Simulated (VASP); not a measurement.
# W (Tungsten) under strain, part 3 of 3

How does the pressure of W (Tungsten) answer to a change of volume? The bands are shown for each cell. All runs use LDA. Left out of this account: 1 further run (fields: a reference on another mesh). The start is a cell from a database of measured crystal structures.

VASP 6.6.1; LDA; plane waves and PAW (W).

Still holding for the runs below: Spin-orbit coupling is off here; with elements this heavy it splits and shifts levels by tenths of an eV or more.

So far, pressure (GPa): step 2 (bands, cell as listed) -11.0; step 3 (cell volume +4.0 %) -21.6; step 4 (cell volume +8.0 %) -30.2; step 5 (bands, sheared, principal strains -3.1, +0.2, +2.9 %) -10.4; step 6 (cell volume -4.0 %) 2.08.

## (7) Bands, volume times 0.92

The cell is scaled evenly once more. A prediction first. A parabola through the 4 pressures of evenly scaled cells so far, P = -11.01 -295.7 t +604 t² GPa with t = ln(V/V₁) and V₁ the volume at scale 1, gives 17.85 GPa at t = -0.0834.

INCAR reads:

```
SYSTEM = W
PREC = Accurate
ENCUT = 400
EDIFF = 1E-06
NELM = 100
ISMEAR = -1
SIGMA = 0.05
LREAL = .FALSE.
ALGO = Normal
GGA = CA
NBANDS = 14
LASPH = .TRUE.
LORBIT = 11
LWAVE = .FALSE.
LCHARG = .FALSE.
KPAR = 2
```

POSCAR reads:

```
W
1.0
   -1.5389710662      1.5389710662      1.5389710662
    1.5389710662     -1.5389710662      1.5389710662
    1.5389710662      1.5389710662     -1.5389710662
W
1
Direct
    0.0000000000      0.0000000000      0.0000000000
```

KPOINTS reads:

```
Automatic mesh
0
Gamma
17 17 17
0 0 0
```

KPOINTS_OPT reads:

```
Line mode
16
Line-mode
Reciprocal
  0.00000000   0.00000000   0.00000000 GAMMA
  0.50000000  -0.50000000   0.50000000 H

  0.50000000  -0.50000000   0.50000000 H
  0.00000000   0.00000000   0.50000000 N

  0.00000000   0.00000000   0.50000000 N
  0.00000000   0.00000000   0.00000000 GAMMA

  0.00000000   0.00000000   0.00000000 GAMMA
  0.25000000   0.25000000   0.25000000 P

  0.25000000   0.25000000   0.25000000 P
  0.50000000  -0.50000000   0.50000000 H

  0.25000000   0.25000000   0.25000000 P
  0.00000000   0.00000000   0.50000000 N
```

Potentials, in the order of the species: W (LDA family, release 64).

Run with:

```console
mpirun -np 2 vasp_std
```

What it wrote:

```text
[... set-up lines as in an earlier step ...]
 entering main loop
       N       E                     dE             d eps       ncg     rms          rms(c)
DAV:   1     0.539066150731E+01    0.53907E+01   -0.24327E+03  4660   0.297E+02
DAV:   2    -0.145576005421E+02   -0.19948E+02   -0.19202E+02  5856   0.913E+01
DAV:   3    -0.148259533670E+02   -0.26835E+00   -0.26804E+00  6138   0.818E+00
DAV:   4    -0.148262216885E+02   -0.26832E-03   -0.26832E-03  5850   0.310E-01
DAV:   5    -0.148262221844E+02   -0.49590E-06   -0.49529E-06  6180   0.118E-02    0.231E+01
DAV:   6    -0.143576819235E+02    0.46854E+00   -0.20897E-01  6224   0.224E+00    0.115E+01
DAV:   7    -0.141707402528E+02    0.18694E+00   -0.26911E-01  6180   0.238E+00    0.282E-01
DAV:   8    -0.141691612705E+02    0.15790E-02   -0.35013E-03  5586   0.332E-01    0.261E-01
DAV:   9    -0.141685099578E+02    0.65131E-03   -0.30793E-04  6424   0.551E-02    0.120E-01
DAV:  10    -0.141685006272E+02    0.93306E-05   -0.45585E-05  6150   0.353E-02    0.744E-03
DAV:  11    -0.141685012610E+02   -0.63378E-06   -0.16429E-06  5810   0.878E-03
   1 F= -.14168501E+02 E0= -.14166703E+02  d E =-.359714E-02
 Start KPOINTS_OPT (optional k-point list driver)
k-point batch [1-96\96]
       N       E                     dE             ncg
DAV:   1     0.542118983948E+04   -0.15821E+05     2736
DAV:   2     0.342178440658E+04   -0.19994E+04     3438
DAV:   3     0.339583097841E+04   -0.25953E+02     3576
DAV:   4     0.339580015563E+04   -0.30823E-01     3252
DAV:   5     0.339580006823E+04   -0.87396E-04     3522
DAV:   6     0.339580006785E+04   -0.37980E-06     3112
```

The job ended after 5.8 s (2 MPI ranks of Intel Xeon 6975P-C (Granite Rapids), shared host; peak memory 0.27 GiB; 10 s of CPU time).

From OUTCAR (step 7):

```text
   ENCUT  =  400.0 eV  29.40 Ry    5.42 a.u.   4.35  4.35  4.35*2*pi/ulx,y,z

   NELECT =       6.0000    total number of electrons

 E-fermi :   8.8806

 k-point     1 :       0.0000    0.0000    0.0000
  band No.  band energies     occupation
      1      -1.2095      2.00000
      2       7.3670      2.00000
      3       7.3670      2.00000
      4       7.3670      2.00000
      5      11.1699      0.00000
      6      11.1700      0.00000
      7      24.3189      0.00000
      8      24.3189      0.00000
      9      24.3189      0.00000
    ...

  Total        1.6769594      1.6769594      1.6769594      0.0000000      0.0000000     -0.0000000
  in kB      184.2815126    184.2815126    184.2815126      0.0000000      0.0000000     -0.0000000
  external PRESSURE =     184.2815126 kB  Pullay stress =       0.0000000 kB

 POSITION                                       TOTAL-FORCE (eV/Angst)
 -----------------------------------------------------------------------------------
      0.00000      0.00000      0.00000         0.000000     -0.000000     -0.000000
 -----------------------------------------------------------------------------------
    total drift:                                0.000000      0.000000      0.000000

  FREE ENERGIE OF THE ION-ELECTRON SYSTEM (eV)
  ---------------------------------------------------
  free  energy   TOTEN  =       -14.1685012610 eV

  energy  without entropy=      -14.1649041163  energy(sigma->0) =      -14.16670269

[... 4 parts as in an earlier step ...]

[... 12 further parts left out ...]
```

Numbers from this step:

* free energy (TOTEN): -14.17 eV
* energy at zero smearing: -14.17 eV
* Fermi energy: 8.881 eV
* pressure: 18.43 GPa

The electronic bands at the labelled points (eV, zero at the Fermi level; # counts the bands kept):

```csv
point,#1,#2,#3,#4,#5,#6
Γ,-10.09,-1.51,-1.51,-1.51,2.29,2.29
0.53 of the way,-5.15,-3.76,-0.42,-0.42,1.74,3.84
H,-6.64,-6.64,5.67,5.67,5.67,9.12
0.53 of the way,-5.47,-3.83,-1.26,-0.04,6.28,7.88
N,-6.91,-4.11,1.08,2.25,3.32,6.82
0.53 of the way,-7.78,-2.84,-2.10,1.23,1.56,2.47
Γ,-10.09,-1.51,-1.51,-1.51,2.29,2.29
0.53 of the way,-5.87,-3.50,-3.50,2.50,2.50,4.93
P,-3.24,-3.24,-3.24,3.51,3.51,7.52
0.53 of the way,-4.17,-4.17,-3.34,3.19,3.19,10.01
H,-6.64,-6.64,5.67,5.67,5.67,9.12
jump to P,-3.24,-3.24,-3.24,3.51,3.51,7.52
0.47 of the way,-5.16,-4.07,-1.16,2.89,3.42,9.70
N,-6.91,-4.11,1.08,2.25,3.32,6.82
```

The electronic bands as a text plot (rows in eV, shown from -8.0 to 2.0 only):

```
    1.8 | *    * *          *    *  *
    1.3 |                         **
    0.9 |  *  *         *    *           *                      *
    0.5 |    *          *  *  *   *                     *
    0.1 |       *        ** *      *                           *
   -0.3 |   *  *               *                              *
   -0.7 |   * *                         *
   -1.1 | ** *           *          *  *               *
   -1.6 |****              *    *   ****                     *
   -2.0 |    *                   ****   *
   -2.4 |                 *       **     *            *     *
   -2.8 |     *           *               *    *  **
   -3.2 |                  *     *            * **  *      *
   -3.6 |      *         *      *          ***** *   *     *
   -4.1 |                   ****                     *      *****
   -4.5 |       *                                 * *
   -4.9 |       *       *                   *      *  *      *
   -5.3 |      * *       *                             *
   -5.7 |     *  **    ** *                *            *     *
   -6.1 |         **  **   *
   -6.5 |    *     ***      *                            **    *
   -7.0 |                    ****                               *
   -7.4 |                        *        *
   -7.8 |
         Γ           H       N        Γ         P        H|P    N
```

 The pressure is 18.43 GPa. The parabola predicted 17.85 GPa, -0.58 GPa off.

## (8) The runs together

| cell | mesh | pressure (GPa) | gap (eV) |
| --- | --- | --- | --- |
| cell as listed | 17×17×17 | -11.05 | none |
| volume times 1.04 | 17×17×17 | -21.65 | none |
| volume times 1.08 | 17×17×17 | -30.20 | none |
| sheared, principal strains -3.1, +0.2, +2.9 % | 17×17×17 | -10.40 | none |
| volume times 0.96 | 17×17×17 | 2.08 | none |
| volume times 0.92 | 17×17×17 | 18.43 | none |

## (9) What came out

```
pressure, cell as listed                                    : -11.0 GPa
pressure, volume times 1.04                                 : -21.6 GPa
pressure, volume times 1.08                                 : -30.2 GPa
pressure, sheared, principal strains -3.1, +0.2, +2.9 %     : -10.4 GPa
pressure, volume times 0.96                                 : 2.08 GPa
pressure, volume times 0.92                                 : 18.4 GPa
bulk modulus at the listed volume, shape and positions held : 298 GPa
```

The slope of pressure against ln V at the listed volume gives a bulk modulus of 298 GPa at fixed shape and positions (not that of equilibrium, since the cell bears -11.1 GPa there). Spin-orbit coupling is left out, and with elements this heavy it would split and shift bands near the Fermi level.

[Lines on the potential files, build, host, timing and source positions are cut from VASP's logs without a mark.]

[Logs are printed without paths, hosts, clocks, repeated set-up lines and the standing remarks that a program may print on its own settings, such as how far it seeks lower states.]

[Hosts, paths, dates, database ids (printed as entryN), source tags and the programs' standing remarks are cut or masked in the printed files.]

[A measured line is paired with the nearest computed mode of its activity, which favours agreement.]
